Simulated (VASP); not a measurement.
Data:

```xyz
2
Lattice="0.0000 2.8285 2.8285 2.8285 0.0000 2.8285 2.8285 2.8285 0.0000" Properties=species:S:1:pos:R:3 pbc="T T T"
Ga     0.0000     0.0000     0.0000
As     1.4142     1.4142     1.4142
```

The numbers are results of PBEsol GGA, VASP's PBE PAW potentials (set 64) (plane waves; VASP 6.6.1), not measurements. Run with 400 eV cut-off, 18×18×18 Γ-centred mesh, Gaussian smearing of 0.010 eV, potentials Ga_d As.

Question: What does the run give for the energy per atom (σ→0), band gap (on the k-mesh) with the smallest direct gap where there is one?

Answer: 
```yaml
band gap (on the k-mesh): 0.44 eV
smallest direct gap (on the k-mesh): 0.44 eV
energy per atom (σ→0): -4.546 eV/atom
```

Only differences to runs with the same potentials and settings are physical.

The compound is GaAs in the zinc blende structure. It was relaxed first.
